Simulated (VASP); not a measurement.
Level of theory: HSE06 screened hybrid, VASP's PBE PAW potentials (set 64) (plane waves; VASP 6.6.1).

The input files of a VASP run:

**INCAR**
```
! general
SYSTEM   = AlC36Si35
PREC     = Normal
ENCUT    = 400   ! plane-wave cut-off (eV)
LREAL    = Auto   ! projection in real space or not
LASPH    = .TRUE.   ! aspherical one-centre terms
ISYM     = 0

! electronic loop
EDIFF    = 1E-5   ! SCF stop (eV)
NELM     = 50   ! most electronic steps
NELMIN   = 4
ALGO     = Normal   ! blocked Davidson

! smearing
ISMEAR   = 0   ! Gaussian
SIGMA    = 0.05   ! width (eV)

! functional
GGA      = PE   ! PBE
LHFCALC  = .TRUE.
AEXX     = 0.25
HFSCREEN = 0.2   ! 1/Angstrom
PRECFOCK = Fast

! spin
ISPIN    = 2   ! spin-polarised
MAGMOM   = 72*0.0139
NUPDOWN  = 1

! ions
ISIF     = 0

! output
LWAVE    = .FALSE.
LCHARG   = .FALSE.
LORBIT   = 10
```

### KPOINTS
```
kpoints
0
gamma
  1 1 1
0 0 0
```

### POSCAR
```
AlC36Si35
9.2819620
  0.4999999813  -0.8660253986   0.0000000000
  0.4999999813   0.8660253986   0.0000000000
  0.0000000000   0.0000000000   1.0911145089
Si C Al
35 36 1
Cart
  0.9994539403   0.0002950019   0.0004525643
  0.5000198643   0.8656030747   0.5459320842
  0.1647485033  -0.0968383849   0.8186325232
  0.1676562397   0.0956570031   0.2719866443
  0.6661760181  -0.5771821773   0.0003895567
  0.1672354580   0.2889748266   0.5459452058
  0.3330380843   0.1943031553   0.8184954082
  0.3332493833   0.3848599121   0.2735646391
  0.8332687517  -0.2886449487   0.0002549739
  0.8332743309  -0.2885127303   0.5455696268
  0.4998883252   0.4812882175   0.8186050576
  0.5000678673   0.6738064151   0.2735971125
  0.6666846676   0.5771040015   0.0003643793
  0.1663061440  -0.2878976398   0.5458764156
  0.3331560447  -0.3845733086   0.8192760674
  0.3333726308  -0.1908961038   0.2719530657
  0.3330944859   0.0001379645   1.0907339192
  0.5011174602  -0.0968916705   0.8185723604
  0.4986753821   0.0957709045   0.2720193955
  0.5002129923   0.2889069032   0.0003247424
  0.4993353703   0.2889259465   0.5458682772
  0.6663216455   0.1926459016   0.8192157071
  0.6666732138   0.3851353875   0.2737080433
  0.8332323823   0.2888221403   0.0005093321
  0.3332772812  -0.5770983143   0.5459480205
  0.4997253541  -0.6735168954   0.8192884187
  0.5000057381  -0.4809155651   0.2737654717
  0.4998822787  -0.2888789861   0.0004066258
  0.5004024381  -0.2878963280   0.5459463437
  0.6663449086  -0.3848763182   0.8186735100
  0.6665103263  -0.1921282908   0.2735666799
  0.6666991014   0.0003934252   0.0003976782
  0.6661991439  -0.0003872023   0.5459270812
  0.8328704066  -0.0959703465   0.8186382799
  0.8331788753   0.0964883219   0.2738149958
  0.9988504778   0.0004266118   0.8878463240
  0.4999656726  -0.8657630423   0.3411633464
  0.1577615598  -0.1009563433   0.6171796906
  0.1656667941   0.0967051588   0.0657956987
  0.6658065025  -0.5768369640   0.8877696892
  0.6665893760  -0.5774503815   0.3411347279
  0.3332420755   0.2025999236   0.6170707762
  0.3332189229   0.3849583699   0.0672235037
  0.8331056267  -0.2885441915   0.8865890157
  0.8332676384  -0.2885339282   0.3411555788
  0.5002381395   0.4811986297   0.6125138041
  0.4999183241   0.6736142666   0.0672415951
  0.6663657377   0.5768329246   0.8877651217
  0.1668837584  -0.2883201593   0.3410809142
  0.3333352601  -0.3845234865   0.6130365432
  0.3333039302  -0.1931353543   0.0657133729
  0.3329867320   0.0001806893   0.8859210058
  0.3331665602   0.0002088522   0.3318500027
  0.5083338862  -0.1009231459   0.6171031560
  0.5004918406   0.0968062594   0.0657653397
  0.5003561525   0.2893333130   0.8877206161
  0.4999920514   0.2886791728   0.3410827010
  0.6664886175   0.1926359296   0.6129950992
  0.6668259589   0.3848877988   0.0677970368
  0.8330785253   0.2888861195   0.8870847497
  0.3332919901  -0.5770779546   0.3417438894
  0.4999353186  -0.6734610979   0.6130773389
  0.4996827442  -0.4810885223   0.0678602687
  0.4999466328  -0.2892200546   0.8878084657
  0.4998250748  -0.2883674606   0.3410912176
  0.6663068782  -0.3848757458   0.6125631262
  0.6666507815  -0.1923059670   0.0672185377
  0.6669872546   0.0004861301   0.8877926412
  0.6663019954   0.0003653423   0.3411088746
  0.8330557774  -0.0957689545   0.6125346855
  0.8331152105   0.0966567046   0.0679031798
  0.3331562405   0.0001870165   0.5460903486
```

POTCAR, in this order: Si C Al (PBE.64 set). Program: vasp_gam. Read from the step before: WAVECAR.

Output of the run:

File OUTCAR:
```
 ion  position               nearest neighbor table
   1  0.999  1.000  0.000-  39 1.88  36 1.89  71 1.89  47 1.89  32 3.09  24 3.09   5 3.09  26 3.09
                             9 3.09   4 3.09   3 3.10  17 3.10  34 3.10  13 3.10  35 3.10  12 3.10
   2  0.000  1.000  0.500-  38 1.86  70 1.89  62 1.90  37 1.90  14 3.08   3 3.09  10 3.09  12 3.09
                            72 3.09  35 3.10  33 3.10  34 3.10  25 3.10   6 3.10  26 3.11   4 3.11
   3  0.221  0.109  0.750-  38 1.87  36 1.90  48 1.90  52 1.91  11 3.08  34 3.08   2 3.09  14 3.09
                            26 3.09  15 3.09   1 3.10  13 3.10  17 3.10  72 3.11   7 3.12  18 3.12
   4  0.112  0.223  0.249-  53 1.86  41 1.90  37 1.90  39 1.91  19 3.07  16 3.07  17 3.09  12 3.09
                             8 3.09   5 3.09   1 3.09  72 3.10  35 3.10  27 3.10   2 3.11   6 3.11
   5  0.999  0.333  0.000-  39 1.88  63 1.89  40 1.89  43 1.89  28 3.09  24 3.09   1 3.09  26 3.09
                             4 3.09   9 3.09  17 3.10   7 3.10  30 3.10  20 3.10  27 3.10   8 3.10
   6  0.000  0.334  0.500-  42 1.86  66 1.89  62 1.90  41 1.90  21 3.08   7 3.09  10 3.09  72 3.09
                             8 3.09  27 3.10  30 3.10  29 3.10  25 3.10   2 3.10  26 3.11   4 3.11
   7  0.221  0.445  0.750-  42 1.87  40 1.90  56 1.90  52 1.91  30 3.08  11 3.08   6 3.09  21 3.09
                            22 3.09  26 3.09   5 3.10  20 3.10  17 3.10  72 3.10  18 3.12   3 3.12
   8  0.111  0.555  0.251-  41 1.89  57 1.89  45 1.89  43 1.92  21 3.09  19 3.09   6 3.09  27 3.09
                             4 3.09  10 3.09  23 3.09  12 3.10  31 3.10  20 3.10   5 3.10   9 3.10
   9  1.000  0.667  0.000-  43 1.89  47 1.89  67 1.89  44 1.90  20 3.09   1 3.09  28 3.09  13 3.09
                             5 3.09  32 3.10  11 3.10  30 3.10  34 3.10   8 3.10  31 3.10  12 3.10
  10  1.000  0.667  0.500-  70 1.89  46 1.89  66 1.89  45 1.90   2 3.09  29 3.09   6 3.09  21 3.09
                            14 3.09  33 3.09  12 3.09  31 3.09   8 3.09  11 3.10  34 3.10  30 3.10
  11  0.222  0.778  0.750-  56 1.89  48 1.89  44 1.90  46 1.91   3 3.08   7 3.08  22 3.09  15 3.09
                            30 3.10  34 3.10  21 3.10   9 3.10  20 3.10  14 3.10  13 3.10  10 3.10
  12  0.111  0.889  0.251-  37 1.89  49 1.89  45 1.89  47 1.92  14 3.09   2 3.09   4 3.09  10 3.09
                            23 3.09  16 3.09  35 3.10  31 3.10   8 3.10   1 3.10  13 3.10   9 3.10
  13  0.333  1.000  0.000-  51 1.88  59 1.89  48 1.89  47 1.89  20 3.09  24 3.09  15 3.09  28 3.09
                            16 3.09   9 3.09  17 3.10   3 3.10  11 3.10  23 3.10   1 3.10  12 3.10
  14  0.333  0.000  0.500-  38 1.86  46 1.89  50 1.90  49 1.90   2 3.08  72 3.09   3 3.09  10 3.09
                            12 3.09  23 3.10  11 3.10  25 3.10  21 3.10  29 3.10  15 3.11  16 3.11
  15  0.555  0.111  0.751-  48 1.89  64 1.89  60 1.89  50 1.91  13 3.09  18 3.09  30 3.09  11 3.09
                            28 3.09   3 3.09  26 3.10  22 3.10  24 3.10  25 3.10  14 3.11  29 3.11
  16  0.444  0.223  0.249-  53 1.86  65 1.90  49 1.90  51 1.91  19 3.07   4 3.07  17 3.09  31 3.09
                            28 3.09  12 3.09  13 3.09  72 3.10  27 3.10  23 3.10  14 3.11  29 3.11
  17  0.333  0.333  1.000-  51 1.90  39 1.90  55 1.90  52 1.90  16 3.09   4 3.09  19 3.09   5 3.10
                            13 3.10  32 3.10  20 3.10   1 3.10  28 3.10  18 3.10   3 3.10   7 3.10
  18  0.557  0.445  0.750-  54 1.87  64 1.90  68 1.90  52 1.91  34 3.08  30 3.08  29 3.09  33 3.09
                            15 3.09  22 3.09  28 3.10  32 3.10  17 3.10  72 3.10   7 3.12   3 3.12
  19  0.443  0.554  0.249-  53 1.86  69 1.90  57 1.90  55 1.91  16 3.07   4 3.07  17 3.09   8 3.09
                            31 3.09  32 3.09  20 3.09  72 3.10  35 3.10  23 3.11  21 3.11  33 3.11
  20  0.333  0.667  0.000-  55 1.88  56 1.89  59 1.89  43 1.89  13 3.09  24 3.09  32 3.09  22 3.09
                             9 3.09  19 3.09  17 3.10   7 3.10  11 3.10   5 3.10  23 3.10   8 3.10
  21  0.333  0.666  0.500-  42 1.86  46 1.89  58 1.90  57 1.90   6 3.08  10 3.09   7 3.09   8 3.09
                            72 3.09  23 3.10  11 3.10  14 3.10  25 3.10  33 3.10  22 3.10  19 3.11
  22  0.555  0.778  0.751-  56 1.89  68 1.89  60 1.89  58 1.91  20 3.09  11 3.09  34 3.09   7 3.09
                            32 3.09  18 3.09  26 3.09  15 3.10  24 3.10  25 3.10  21 3.10  33 3.11
  23  0.444  0.889  0.251-  49 1.89  57 1.89  61 1.89  59 1.91  35 3.09  12 3.09  27 3.09  25 3.09
                             8 3.09  14 3.10  21 3.10  13 3.10  24 3.10  20 3.10  16 3.10  19 3.11
  24  0.666  1.000  0.000-  59 1.89  71 1.89  63 1.89  60 1.90  13 3.09   5 3.09   1 3.09  20 3.09
                            28 3.09  32 3.09  26 3.09  15 3.10  22 3.10  23 3.10  35 3.10  27 3.10
  25  0.666  0.000  0.500-  62 1.89  58 1.89  50 1.89  61 1.90  35 3.09  23 3.09  27 3.09  14 3.10
                            21 3.10   2 3.10   6 3.10  29 3.10  33 3.10  26 3.10  15 3.10  22 3.10
  26  0.889  0.111  0.751-  36 1.89  40 1.89  60 1.89  62 1.91   3 3.09  34 3.09  30 3.09   1 3.09
                             5 3.09   7 3.09  22 3.09  24 3.09  15 3.10  25 3.10   2 3.11   6 3.11
  27  0.778  0.222  0.251-  65 1.89  41 1.89  61 1.89  63 1.91   8 3.09  23 3.09  31 3.09  25 3.09
                            35 3.09   6 3.10  29 3.10  28 3.10   5 3.10  24 3.10  16 3.10   4 3.10
  28  0.667  0.333  0.000-  51 1.88  63 1.89  64 1.89  67 1.89   5 3.09  24 3.09  13 3.09  16 3.09
                            15 3.09   9 3.09  17 3.10  18 3.10  30 3.10  32 3.10  27 3.10  31 3.10
  29  0.667  0.334  0.500-  54 1.86  66 1.89  50 1.90  65 1.90  33 3.08  10 3.09  18 3.09  31 3.09
                            72 3.09  30 3.10  27 3.10   6 3.10  25 3.10  14 3.10  15 3.11  16 3.11
  30  0.889  0.444  0.750-  64 1.89  40 1.89  44 1.90  66 1.91   7 3.08  18 3.08  15 3.09  26 3.09
                            34 3.10  11 3.10   6 3.10  29 3.10  28 3.10   5 3.10   9 3.10  10 3.10
  31  0.777  0.556  0.251-  65 1.89  69 1.89  45 1.89  67 1.92  33 3.09  29 3.09  16 3.09  19 3.09
                            35 3.09  10 3.09  27 3.09  12 3.10   8 3.10  32 3.10  28 3.10   9 3.10
  32  0.666  0.667  0.000-  55 1.88  68 1.89  71 1.89  67 1.89   1 3.09  24 3.09  20 3.09  22 3.09
                            19 3.09   9 3.10  17 3.10  34 3.10  18 3.10  28 3.10  31 3.10  35 3.10
  33  0.666  0.666  0.500-  54 1.86  70 1.89  58 1.90  69 1.90  29 3.08  18 3.09  72 3.09  10 3.09
                            31 3.09  34 3.10  35 3.10   2 3.10  21 3.10  25 3.10  22 3.11  19 3.11
  34  0.888  0.777  0.750-  68 1.89  36 1.89  44 1.90  70 1.91  18 3.08   3 3.08  22 3.09  26 3.09
                            30 3.10  11 3.10  33 3.10  32 3.10   2 3.10   9 3.10   1 3.10  10 3.10
  35  0.777  0.889  0.251-  37 1.89  69 1.89  61 1.89  71 1.91  23 3.09  31 3.09  25 3.09  27 3.09
                            12 3.10   2 3.10  33 3.10   1 3.10  24 3.10  32 3.10   4 3.10  19 3.10
  36  0.999  0.999  0.814-   1 1.89  26 1.89  34 1.89   3 1.90
  37  1.000  0.000  0.313-  35 1.89  12 1.89   2 1.90   4 1.90
  38  0.216  0.099  0.566-   2 1.86  14 1.86   3 1.87  72 1.99
  39  0.110  0.221  0.060-   1 1.88   5 1.88  17 1.90   4 1.91
...
```

**OSZICAR**
```
       N       E                     dE             d eps       ncg     rms          rms(c)
DAV:   1    -0.616836114826E+03   -0.61684E+03   -0.11333E+01   724   0.784E+00    0.169E+01
DAV:   2    -0.616942420358E+03   -0.10631E+00   -0.32406E-01   830   0.123E+00    0.131E+01
DAV:   3    -0.616987354381E+03   -0.44934E-01   -0.87105E-02   880   0.661E-01    0.793E+00
DAV:   4    -0.616980448596E+03    0.69058E-02   -0.45332E-02   830   0.507E-01    0.460E+00
DAV:   5    -0.616978296102E+03    0.21525E-02   -0.11760E-02   856   0.260E-01    0.267E+00
DAV:   6    -0.616976989611E+03    0.13065E-02   -0.17503E-03   790   0.103E-01    0.156E+00
DAV:   7    -0.616976548369E+03    0.44124E-03   -0.57631E-04   798   0.499E-02    0.909E-01
DAV:   8    -0.616976431494E+03    0.11688E-03   -0.18828E-04   798   0.260E-02    0.528E-01
DAV:   9    -0.616976407225E+03    0.24269E-04   -0.88681E-05   766   0.164E-02    0.303E-01
DAV:  10    -0.616976406481E+03    0.74387E-06   -0.40891E-05   518   0.103E-02
   1 F= -.61697641E+03 E0= -.61697641E+03  d E =-.259982E-10  mag=     1.0000
```

OUTCAR:
```
------------------------ aborting loop because EDIFF is reached ----------------------------------------
  volume of cell :      755.65
      direct lattice vectors                 reciprocal lattice vectors
     4.640980826 -8.038414841  0.000000000     0.107735847 -0.062201318  0.000000000
     4.640980826  8.038414841  0.000000000     0.107735847  0.062201318  0.000000000
     0.000000000  0.000000000 10.127683410     0.000000000  0.000000000  0.098739263
  FREE ENERGIE OF THE ION-ELECTRON SYSTEM (eV)
  ---------------------------------------------------
  free  energy   TOTEN  =      -616.9764064811 eV

  energy  without entropy=     -616.9764064811  energy(sigma->0) =     -616.97640648

  exchange ACFDT corr.  =         0.00000000  see jH, gK, PRB 81, 115126

 total charge

# of ion       s       p       d       tot
------------------------------------------
    1        0.705   0.985   0.000   1.689
    2        0.707   0.989   0.000   1.696
    3        0.708   0.984   0.000   1.692
    4        0.706   0.981   0.000   1.687
    5        0.705   0.985   0.000   1.689
    6        0.706   0.989   0.000   1.695
    7        0.707   0.983   0.000   1.691
    8        0.707   0.978   0.000   1.685
    9        0.704   0.980   0.000   1.684
   10        0.705   0.980   0.000   1.685
   11        0.708   0.979   0.000   1.687
   12        0.707   0.978   0.000   1.685
   13        0.705   0.985   0.000   1.690
   14        0.708   0.986   0.000   1.694
   15        0.707   0.978   0.000   1.685
   16        0.706   0.980   0.000   1.686
   17        0.704   0.975   0.000   1.679
   18        0.707   0.983   0.000   1.689
   19        0.706   0.980   0.000   1.686
   20        0.705   0.985   0.000   1.690
   21        0.708   0.985   0.000   1.692
   22        0.707   0.978   0.000   1.686
   23        0.707   0.978   0.000   1.685
   24        0.705   0.982   0.000   1.687
   25        0.705   0.980   0.000   1.685
   26        0.707   0.978   0.000   1.686
   27        0.707   0.978   0.000   1.685
   28        0.705   0.985   0.000   1.690
   29        0.706   0.987   0.000   1.693
   30        0.708   0.979   0.000   1.686
   31        0.707   0.978   0.000   1.685
   32        0.705   0.985   0.000   1.690
   33        0.707   0.985   0.000   1.691
   34        0.708   0.979   0.000   1.687
   35        0.707   0.978   0.000   1.685
   36        0.828   1.724   0.000   2.552
   37        0.826   1.721   0.000   2.547
   38        0.844   1.716   0.000   2.560
   39        0.829   1.725   0.000   2.554
   40        0.827   1.725   0.000   2.553
   41        0.826   1.721   0.000   2.547
   42        0.839   1.724   0.000   2.564
   43        0.827   1.720   0.000   2.547
   44        0.826   1.721   0.000   2.548
   45        0.826   1.724   0.000   2.550
   46        0.836   1.708   0.000   2.544
   47        0.827   1.720   0.000   2.547
   48        0.829   1.723   0.000   2.551
   49        0.826   1.720   0.000   2.546
   50        0.829   1.713   0.000   2.542
   51        0.829   1.725   0.000   2.554
   52        0.827   1.705   0.000   2.532
   53        0.831   1.743   0.000   2.574
   54        0.835   1.732   0.000   2.567
   55        0.829   1.724   0.000   2.553
   56        0.829   1.722   0.000   2.551
   57        0.826   1.720   0.000   2.546
   58        0.828   1.715   0.000   2.543
   59        0.828   1.723   0.000   2.551
   60        0.827   1.722   0.000   2.549
   61        0.826   1.725   0.000   2.551
   62        0.829   1.712   0.000   2.542
   63        0.828   1.723   0.000   2.551
   64        0.827   1.725   0.000   2.553
   65        0.826   1.721   0.000   2.547
   66        0.831   1.718   0.000   2.549
   67        0.827   1.720   0.000   2.547
   68        0.828   1.724   0.000   2.552
   69        0.826   1.720   0.000   2.547
   70        0.834   1.713   0.000   2.546
   71        0.828   1.723   0.000   2.551
   72        0.445   0.477   0.000   0.922
--------------------------------------------------
tot         55.010  96.800   0.000 151.810

 magnetization (x)

# of ion       s       p       d       tot
------------------------------------------
    1       -0.000  -0.001   0.000  -0.001
    2       -0.002  -0.001   0.000  -0.003
    3       -0.002  -0.003   0.000  -0.005
    4       -0.000  -0.000   0.000  -0.000
    5       -0.000  -0.000   0.000  -0.001
    6       -0.001  -0.002   0.000  -0.003
    7       -0.001  -0.003   0.000  -0.004
    8       -0.000  -0.000   0.000  -0.000
    9       -0.000  -0.001   0.000  -0.001
   10       -0.001  -0.002   0.000  -0.004
   11       -0.001  -0.002   0.000  -0.003
   12       -0.000  -0.000   0.000  -0.001
   13       -0.000  -0.001   0.000  -0.001
...
```
(Selected blocks of OUTCAR.)

File OUTCAR:
```
 val. band max:        7.4613697399   @ k =   0.0000   0.0000   0.0000

 cond. band min:       7.9222891949   @ k =   0.0000   0.0000   0.0000


 Fermi energy:         7.6757667717

 spin component 1

 k-point     1 :       0.0000    0.0000    0.0000
  band No.  band energies     occupation
      1      -9.5435      1.00000
      2      -8.2867      1.00000
      3      -8.2477      1.00000
      4      -7.6275      1.00000
      5      -7.6116      1.00000
      6      -7.5945      1.00000
      7      -7.5651      1.00000
      8      -7.5391      1.00000
      9      -7.3558      1.00000
     10      -6.4643      1.00000
     11      -6.4513      1.00000
     12      -6.4320      1.00000
     13      -6.4288      1.00000
     14      -6.4123      1.00000
     15      -6.3960      1.00000
     16      -6.3877      1.00000
     17      -6.3863      1.00000
     18      -6.3695      1.00000
     19      -6.3306      1.00000
     20      -6.3177      1.00000
     21      -5.9613      1.00000
     22      -5.7088      1.00000
     23      -4.7998      1.00000
     24      -4.7130      1.00000
     25      -4.5990      1.00000
     26      -4.5932      1.00000
     27      -4.5603      1.00000
     28      -4.5599      1.00000
     29      -4.4893      1.00000
     30      -4.3854      1.00000
     31      -4.3814      1.00000
     32      -4.3677      1.00000
     33      -4.3394      1.00000
     34      -4.3325      1.00000
     35      -4.2650      1.00000
     36      -4.1655      1.00000
     37      -1.9101      1.00000
     38      -1.0226      1.00000
     39      -0.8614      1.00000
     40      -0.6769      1.00000
     41      -0.6647      1.00000
     42      -0.6522      1.00000
     43      -0.6281      1.00000
     44      -0.6254      1.00000
     45      -0.5572      1.00000
     46      -0.5533      1.00000
     47      -0.4843      1.00000
     48      -0.4821      1.00000
     49      -0.2258      1.00000
...
```

The supercell is sampled at Γ alone, which is coarse: total energies, pressure and levels can be off, energies of defects by several tenths of an eV.

The cell is a supercell with a defect, built from SiC (4h): Al_Si. The cell's shape comes from a PBE relaxation.
